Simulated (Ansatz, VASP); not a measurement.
## Cross-check of AlN between VASP and Ansatz

Aim: how closely do two programs agree when they are given the same cell, functional and k mesh? The structure shown is the end of the Ansatz relaxation below.

Main program and level: Ansatz 0.2.0; plane waves, with VASP 6.6.1 beside it; single point at LDA.

## 1. The starting structure

It takes space group P6_3mc (No. 186, hexagonal). The conventional cell has a = 3.126 Å, b = 3.126 Å, c = 5.014 Å, α = 90.00°, β = 90.00°, γ = 120.00°. Nearest to Al lie 4 N at 1.90 to 1.91 Å. Nearest to N lie 4 Al at 1.90 to 1.91 Å. Farther neighbours and most contacts between anions are not listed.

## 2. Ansatz: relaxation, LDA

Ansatz runs on its default PAW (the set named soft_2) files.

This run makes the geometry at which the two programs are then compared.

The input, input.yaml:

```yaml
crystal:
  lattice:
    - [3.1284877696, 0.0, 0.0]
    - [-1.5642438848, 2.7093498839, 0.0]
    - [0.0, 0.0, 5.0057815024]
  atoms:
    - { symbol: Al, position: [0.3333333333, 0.6666666667, -0.0009330494] }
    - { symbol: Al, position: [0.6666666667, 0.3333333333, 0.4990669506] }
    - { symbol: "N", position: [0.3333333333, 0.6666666667, 0.3809330494] }
    - { symbol: "N", position: [0.6666666667, 0.3333333333, 0.8809330494] }
kpoints:
  mp_grid: { grid: [12, 12, 6] }
hamiltonian:
  xc: lda
scf:
  occupations: { method: fixed }
output:
  forces: true
  stress: true
  eigenvalues: true
  write_density: true
  write_potential: true
  elf: true
  volumetric_format: npy
relax:
  adjacent_minimum: "off"
  f_tol: 0.001
  max_steps: 60
  cell: { stress_tol: 0.01, fix: [volume] }
```

Run with:

```
ansatz run input.yaml --threads 8 --pin off --max-ram 16384MiB --backend cpu --events-out ev --progress --plain --runs-dir out
```

Numbers of over 12 decimals in the logs are rounded to 6 here.

The log of the run:

```text
Engine: ansatz 0.2.0, aarch64-unknown-linux-gnu
Pseudopotentials: kind: paw
Pseudopotential: Al, paw, valence charge 3, recommended cutoff 420 eV (normal), Al.paw.azcp
Pseudopotential: N, paw, valence charge 5, recommended cutoff 420 eV (normal), N.paw.azcp
Functional definition: SPW92
  exchange = slater_x
  correlation = pw_c
Crystal: 4 atoms, lattice volume = 42.430 Å³
Basis set: ecut = 420 eV, 833 PW (Γ)
Bands: 12, of which v1, the nominal top of the filled ones, is band 8 counted from 1 (7 counted from 0)
Symmetry: 12 space group operations
Space group: P63mc (ITA 186), of the structure as read, at distance tolerance 3.5e-5 Å
k-points: 76 of 864 (time reversal used)
Non-local potential: Al, projectors of the file, l = 0: 2, l = 1: 2, l = 2: 1
Non-local potential: N, projectors of the file, l = 0: 2, l = 1: 2, l = 2: 1
PAW form: soft (Blöchl's): semilocal exchange-correlation on the pseudo side does not see the compensation charge
PAW frozen core: Al, regenerated for the run's functional, and the local potential with it (the file was generated under x = pbe(κ = 0.804, μ = 0.219515), c = pbe(β = 0.066725))
PAW frozen core: N, regenerated for the run's functional, and the local potential with it (the file was generated under x = pbe(κ = 0.804, μ = 0.219515), c = pbe(β = 0.066725))
PAW one-centre angular grid: Al, 110 points (default); XC on 64 Gauss nodes
PAW one-centre angular grid: N, 110 points (default); XC on 64 Gauss nodes
Initial density: superposition of atomic densities (neutral atoms: chi_scale 0, normalization atom), corrected by the library's trained network
Initial wavefunctions: pseudopotential atomic-orbital guess
Functional: x = slater, c = lda
SCF iter   1: F=—  HF=-1779.688858 eV  |F-HF|=—  |Δ(HF+E_count)|=         —  Δρ=9.24e-3  dr2=4.21e-2  ethr=1.77e-3  ⟨swp⟩=4.9  Hψ=5067  notcnv=0  defer=137
preconditioner: auto → none  [insulator: Δε(μ)=4.003 eV  Ē_g=12.779 eV  n_scr=2 (ndim 8)  ℏωp=22.8 eV  f_vac=0.000  ε∞_Penn≈4.2]
SCF iter   2: F=—  HF=-1779.678246 eV  |F-HF|=—  |Δ(HF+E_count)|=   1.06e-2  Δρ=5.13e-3  dr2=6.53e-3  ethr=2.63e-4  ⟨swp⟩=2.6  Hψ=2169  notcnv=0  defer=152
SCF iter   3: F=—  HF=-1779.676152 eV  |F-HF|=—  |Δ(HF+E_count)|=   2.09e-3  Δρ=1.47e-3  dr2=3.92e-4  ethr=4.08e-5  ⟨swp⟩=2.0  Hψ=1526  notcnv=0  defer=152
SCF iter   4: F=—  HF=-1779.675967 eV  |F-HF|=—  |Δ(HF+E_count)|=   1.85e-4  Δρ=1.14e-4  dr2=2.22e-6  ethr=2.45e-6  ⟨swp⟩=2.6  Hψ=1580  notcnv=0  defer=152
SCF iter   5: F=—  HF=-1779.675969 eV  |F-HF|=—  |Δ(HF+E_count)|=   1.52e-6  Δρ=6.91e-6  dr2=7.75e-9  ethr=1.39e-8  ⟨swp⟩=2.1  Hψ=1520  notcnv=0  defer=4
SCF iter   6: F=-1779.675969 eV  HF=-1779.675969 eV  |F-HF|=3.09e-11  |Δ(HF+E_count)|=   1.76e-9  Δρ=6.54e-7  dr2=9.11e-11  ethr=4.84e-11  ⟨swp⟩=5.9  Hψ=6318  notcnv=0
SCF 1 converged in 6 iterations: F = -1779.675969 eV  dr2 = 9.11e-11
  greatest PAW one-centre occupation: 0.780 electrons in one spin orbital (limit 2), on the N atom at site 3 (counted from 0), in its partial waves of l = 0
relax step   1: F+E_penalty+E_count = -1779.67596852 eV  Δ(F+E_penalty+E_count) = +0.000e0 eV  max|allowed force component| = 6.360e-3 eV/Å  Δτ_max = 0.0000 Å  P = -7.473 GPa  Ω = 42.430 Å³  fix = [volume]  reactions: volume -7.473 GPa  (6 SCF iters, dr2 threshold 1.00e-7 eV, accepted)
[...]
relax step   2: F+E_penalty+E_count = -1779.67613004 eV  Δ(F+E_penalty+E_count) = -1.615e-4 eV  max|allowed force component| = 2.330e-3 eV/Å  Δτ_max = 0.0010 Å  P = -7.450 GPa  Ω = 42.430 Å³  energy of the carried Pulay correction = -2.874e-17 eV  fix = [volume]  reactions: volume -7.450 GPa  (3 SCF iters, dr2 threshold 4.00e-7 eV, accepted)
[...]
relax step   3: F+E_penalty+E_count = -1779.67613722 eV  Δ(F+E_penalty+E_count) = -7.173e-6 eV  max|allowed force component| = 8.240e-4 eV/Å  Δτ_max = 0.0003 Å  P = -7.444 GPa  Ω = 42.430 Å³  energy of the carried Pulay correction = +5.747e-17 eV  fix = [volume]  reactions: volume -7.444 GPa  (3 SCF iters, dr2 threshold 1.74e-8 eV, accepted)
[...]
relax step   4: F+E_penalty+E_count = -1779.67612918 eV  Δ(F+E_penalty+E_count) = +8.038e-6 eV  max|allowed force component| = 8.476e-4 eV/Å  Δτ_max = 0.0000 Å  P = -7.443 GPa  Ω = 42.430 Å³  fix = [volume]  reactions: volume -7.443 GPa  stress off target by 4.39e-3 GPa on what of the cell is left free  SCF on the basis re-selected at this cell (its energy is not comparable with the rows above)  (5 SCF iters)
basis re-selected at this cell: Δ(F+E_penalty+E_count) = +8.038e-6 eV, ΔP = +0.000 GPa vs the last step (what re-selecting the basis moved, of the pressure what is left beyond the Pulay correction that the steps carried, after the strain that the cell walked since its last selection, with what the two solves' SCF thresholds leave and, on support functions, any second-order correction that the steps lacked; it is no m [...]
SCF converged after 5 iterations
Free energy (F): -1779.676129 eV
Harris-Foulkes:  -1779.676129 eV  (|F-HF|=2.27e-13)
Internal energy: -1779.676129 eV  (E = F + TS)
E sigma→0 (E₀):  -1779.676129 eV
Fermi energy:    6.677743 eV
--- Per-component energies (eV) ---
  E_band       = 24.213671
  E_kinetic    = 316.152653
  E_local      = -452.163661  (includes V_loc(G=0)·N_el)
  E_nonlocal   = 114.514212
  E_hartree    = 154.595727
  E_xc         = -200.652587
  E_vxc        = -214.507456  (∫ρ·V_xc dr)
  E_paw        = -1123.645070  (= ΣΔE_a)
  E_vpaw       = -48.973711  (= ΣTr[D̂ρ^β])
  E_aug_tail   = 0.000182  (compensation charges beyond the density's cutoff)
  E_ewald      = -588.749107
  E_core_change = 0.271521  (= ΣΔE_core)
  E_smearing   = -0.000000  (= −TS)
  E_closure    = -0.000000  (closes the sum)
  Σ components = -1779.676129   (vs F -1779.676129, Δ=0.00e0)
--- Forces (eV/Å), atoms counted from 1 ---
  atom   1  Al     0.00000000    -0.00000000     0.00084599
  atom   2  Al     0.00000000     0.00000000     0.00084599
  atom   3  N     -0.00000000     0.00000000    -0.00084921
  atom   4  N      0.00000000    -0.00000000    -0.00084921
  max |Σ_I F_I| component: 6.44e-6 eV/Å
--- Stress (GPa, compression-positive) ---
       -7.445533       0.000000      -0.000000
        0.000000      -7.445533       0.000000
       -0.000000       0.000000      -7.438955
  P = ⅓ Tr σ = -7.4433 GPa (-74.433 kbar)
--- Band table (eV; the first three rows and the last of 76) ---
  k-point 0: bands = [... 4 lower, 5.8399, 6.4831, 6.4831, 6.6777, 10.7726, 13.1216, 17.0262, 17.5554]
  k-point 1: bands = [... 4 lower, 5.8804, 6.0806, 6.4380, 6.4380, 11.2601, 13.1919, 16.8514, 17.5281]
  k-point 2: bands = [... 4 lower, 5.9938, 5.9938, 6.3155, 6.3155, 12.1948, 13.2687, 16.5640, 17.5052]
  k-point 75: bands = [... 4 lower, 2.8515, 2.8515, 5.8853, 5.8853, 13.9191, 13.9191, 14.2960, 14.2960]
--- Relaxed structure (3 steps of the walk, 3 accepted, 1 SCFs on fresh bases) ---
  F+E_penalty+E_count = -1779.67612918 eV   max|allowed force component| = 8.476e-4 eV/Å   (the final SCF, on the basis selected at the relaxed cell)
  cell:  # Å, volume = 42.4298 Å³
    - [3.125805, 0.0, 0]
    - [-1.562903, 2.707027, 0]
    - [0, 0.0, 5.014377]
  atoms:
    - { symbol: Al, position: [0.333333, 0.666667, -0.000666733] }
    - { symbol: Al, position: [0.666667, 0.333333, 0.499333] }
    - { symbol: N, position: [0.333333, 0.666667, 0.380667] }
    - { symbol: N, position: [0.666667, 0.333333, 0.880667] }
```

Reading the cycles: dr2 is the Hartree energy of the density residual (eV), the measure of convergence; HF is the Harris–Foulkes estimate of the energy, which meets the free energy F at convergence.

## 3. VASP: single point, LDA

The same cell, functional (in two slightly different forms) and mesh now go to VASP, with its own data sets.

Lines of VASP's logs that name or quote its potential files are left out, and so is its time.

The input, INCAR:

```
SYSTEM = AlN
PREC = Accurate
ENCUT = 600
EDIFF = 1E-06
NELM = 120
ISMEAR = 0
SIGMA = 0.01
LREAL = .FALSE.
ALGO = Normal
GGA = CA
NBANDS = 14
LORBIT = 11
LWAVE = .FALSE.
LCHARG = .FALSE.
ISIF = 2
LASPH = .TRUE.
GGA_COMPAT = .FALSE.
EFERMI = MIDGAP
```

The input, POSCAR:

```
AlN
1.0
    3.1258053742      0.0000000000      0.0000000000
   -1.5629026871      2.7070268614      0.0000000000
    0.0000000000      0.0000000000      5.0143765650
Al N
2 2
Direct
    0.3333333333      0.6666666667      0.9993332667
    0.6666666667      0.3333333333      0.4993332667
    0.3333333333      0.6666666667      0.3806667333
    0.6666666667      0.3333333333      0.8806667333
```

The input, KPOINTS:

```
Automatic mesh
0
Gamma
12 12 6
0 0 0
```

Potentials, in the order of the species: Al and N (LDA family, release 64).

Run with:

```
mpirun -np 1 vasp_std
```

The log of the run:

```text
[banner, memory and clock lines left out]
running    1 mpi-ranks, on    1 nodes
 distrk:  each k-point on    1 cores,    1 groups
 distr:  one band on    1 cores,    1 groups

 POSCAR found type information on POSCAR AlN
 POSCAR found :  2 types and       4 ions
 LDA part: xc-table for (Slater(with rela. corr.)+CA(PZ))
 , standard interpolation
 POSCAR, INCAR and KPOINTS ok, starting setup
 FFT: planning ... GRIDC
 FFT: planning ... GRID_SOFT
 FFT: planning ... GRID
 WAVECAR not read
 entering main loop
       N       E                     dE             d eps       ncg     rms          rms(c)
DAV:   1     0.489112556052E+02    0.48911E+02   -0.80860E+03  2128   0.114E+03
DAV:   2    -0.336715965968E+02   -0.82583E+02   -0.75310E+02  2924   0.206E+02
DAV:   3    -0.377645251351E+02   -0.40929E+01   -0.40699E+01  2854   0.468E+01
DAV:   4    -0.377910102467E+02   -0.26485E-01   -0.26482E-01  2338   0.456E+00
DAV:   5    -0.377912753314E+02   -0.26508E-03   -0.26507E-03  2842   0.450E-01    0.121E+01
DAV:   6    -0.329122418785E+02    0.48790E+01   -0.14148E+01  2452   0.273E+01    0.433E+00
DAV:   7    -0.328708349762E+02    0.41407E-01   -0.64656E-01  2488   0.536E+00    0.275E+00
DAV:   8    -0.328151551580E+02    0.55680E-01   -0.84579E-02  2494   0.263E+00    0.390E-01
DAV:   9    -0.328106264587E+02    0.45287E-02   -0.11485E-02  2806   0.761E-01    0.221E-01
DAV:  10    -0.328108029895E+02   -0.17653E-03   -0.80318E-04  2398   0.200E-01    0.108E-01
DAV:  11    -0.328107513551E+02    0.51634E-04   -0.10447E-04  2674   0.817E-02    0.213E-02
DAV:  12    -0.328107507370E+02    0.61805E-06   -0.23490E-06  2348   0.126E-02
   1 F= -.32810751E+02 E0= -.32810751E+02  d E =0.000000E+00
```

OUTCAR, selected parts (step 3):

```text
ion  position               nearest neighbor table
   1  0.333  0.667  0.999-   4 1.90   4 1.90   4 1.90   3 1.91   2 3.09   2 3.09   2 3.09   2 3.09
                             2 3.09   2 3.09
   2  0.667  0.333  0.499-   3 1.90   3 1.90   3 1.90   4 1.91   1 3.09   1 3.09   1 3.09   1 3.09
                             1 3.09   1 3.09
   3  0.333  0.667  0.381-   2 1.90   2 1.90   2 1.90   1 1.91
   4  0.667  0.333  0.881-   1 1.90   1 1.90   1 1.90   2 1.91

  LATTYP: Found a hexagonal cell.
 ALAT       =     3.1258053742
 C/A-ratio  =     1.6041870701

 Subroutine GETGRP returns: Found 12 space group operations
 (whereof  6 operations were pure point group operations)

The static configuration has the point symmetry C_3v.
 The point group associated with its full space group is C_6v.

 Found     76 irreducible k-points:

   k-points           NKPTS =     76   k-points in BZ     NKDIM =     76   number of bands    NBANDS=     14

   dimension x,y,z NGX =    28 NGY =   28 NGZ =   40
   dimension x,y,z NGXF=    56 NGYF=   56 NGZF=   80

   ENCUT  =  600.0 eV  44.10 Ry    6.64 a.u.   6.24  6.24 10.01*2*pi/ulx,y,z

   NELECT =      16.0000    total number of electrons

 k-points in reciprocal lattice and weights: Automatic mesh
   0.00000000  0.00000000  0.00000000       0.001
   0.08333333 -0.00000000  0.00000000       0.007
   0.16666667 -0.00000000  0.00000000       0.007
   0.25000000 -0.00000000  0.00000000       0.007
   0.33333333 -0.00000000  0.00000000       0.007
   0.41666667 -0.00000000  0.00000000       0.007
   0.50000000 -0.00000000  0.00000000       0.003
   0.08333333  0.08333333  0.00000000       0.007
   0.16666667  0.08333333  0.00000000       0.014
[...]
0.33333333  0.25000000  0.50000000       0.014
   0.33333333  0.33333333  0.50000000       0.002

 average (electrostatic) potential at core
       1 -70.1623       2 -70.1623       3 -60.0803       4 -60.0803

 E-fermi :   7.7782

 k-point     1 :       0.0000    0.0000    0.0000
  band No.  band energies     occupation
    ...
      4       4.8867      2.00000
      5       4.8867      2.00000
      6       5.5331      2.00000
      7       5.5331      2.00000
      8       5.7279      2.00000
      9       9.8284      0.00000
     10      12.1648      0.00000
     11      16.0751      0.00000
     12      16.5906      0.00000
     13      16.5906      0.00000
    ...

 k-point     2 :       0.0833   -0.0000    0.0000
  band No.  band energies     occupation
    ...
      4       4.4721      2.00000
      5       4.7698      2.00000
      6       5.1216      2.00000
      7       5.5193      2.00000
      8       5.6901      2.00000
      9      10.2402      0.00000
     10      12.5302      0.00000
     11      15.7201      0.00000
     12      16.0084      0.00000
     13      16.8406      0.00000
    ...

 k-point     3 :       0.1667   -0.0000    0.0000
  band No.  band energies     occupation
    ...
      4       3.4656      2.00000
      5       4.2489      2.00000
      6       4.4950      2.00000
      7       5.4504      2.00000
      8       5.5568      2.00000
      9      11.0770      0.00000
     10      13.2119      0.00000
     11      14.6995      0.00000
     12      15.2506      0.00000
     13      17.4912      0.00000
    ...

  Total       -1.8651772     -1.8651772     -1.8665816      0.0000000      0.0000000     -0.0000000
  in kB      -70.4302508    -70.4302508    -70.4832819      0.0000000      0.0000000     -0.0000000
  external PRESSURE =     -70.4479279 kB  Pullay stress =       0.0000000 kB

  energy-cutoff  :      600.00
  volume of cell :       42.43
      direct lattice vectors                 reciprocal lattice vectors
     3.125805374  0.000000000  0.000000000     0.319917551  0.184704484  0.000000000
    -1.562902687  2.707026861  0.000000000     0.000000000  0.369408968  0.000000000
     0.000000000  0.000000000  5.014376565     0.000000000  0.000000000  0.199426586

 POSITION                                       TOTAL-FORCE (eV/Angst)
 -----------------------------------------------------------------------------------
     -0.00000      1.80468      5.01103         0.000000      0.000000      0.000921
      1.56290      0.90234      2.50385         0.000000      0.000000      0.000921
     -0.00000      1.80468      1.90881         0.000000      0.000000     -0.000921
      1.56290      0.90234      4.41599        -0.000000     -0.000000     -0.000921
 -----------------------------------------------------------------------------------
    total drift:                               -0.000000      0.000000      0.000800

  FREE ENERGIE OF THE ION-ELECTRON SYSTEM (eV)
  ---------------------------------------------------
  free  energy   TOTEN  =       -32.8107507370 eV

  energy  without entropy=      -32.8107507370  energy(sigma->0) =      -32.81075074

 total charge
# of ion       s       p       d       tot
------------------------------------------
    1        0.373   0.443   0.000   0.815
    2        0.373   0.443   0.000   0.815
    3        1.206   2.595   0.000   3.801
    4        1.206   2.595   0.000   3.801
--------------------------------------------------
tot          3.157   6.075   0.000   9.233

[... 3 further parts left out ...]
```

The run ends at a pressure of -7.04 GPa, with forces up to 9.2e-4 eV/Å.

## 4. Side by side

Known differences besides the potentials themselves: the two LDA forms differ slightly; fixed occupations in Ansatz, narrow Gaussian smearing in VASP; the cutoff is 420 eV in Ansatz and 600 eV in VASP; VASP's log shows a relativistic correction to its local exchange, Ansatz's none; Ansatz's pressure holds a Pulay correction, VASP's none. Total energies have different zeros and are not compared.

Both answers:

```tsv
quantity	Ansatz	VASP	difference
pressure (GPa)	-7.44	-7.04	-0.40
gap on the k mesh (eV)	4.095	4.101	-0.006
```

A gap on the mesh is an upper bound, since the band edges may lie between its points.

## 5. Summary of results

```json
{"difference in gap on the k mesh (single point, LDA)": "-0.0056 eV"}
```

In words: The difference in gap on the k mesh is -0.0056 eV (single point, LDA), within the 0.08 eV picked in this series as the mark of a large difference. How closely two codes agree says nothing of how well the functional describes the real material.

[Lines on the potential files, build, host, timing and source positions are cut from VASP's logs without a mark.]

[Logs are printed without paths, hosts, clocks, repeated set-up lines and the standing remarks that a program may print on its own settings, such as how far it seeks lower states.]

[Hosts, paths, dates, database ids (printed as entryN), source tags and the programs' standing remarks are cut or masked in the printed files.]
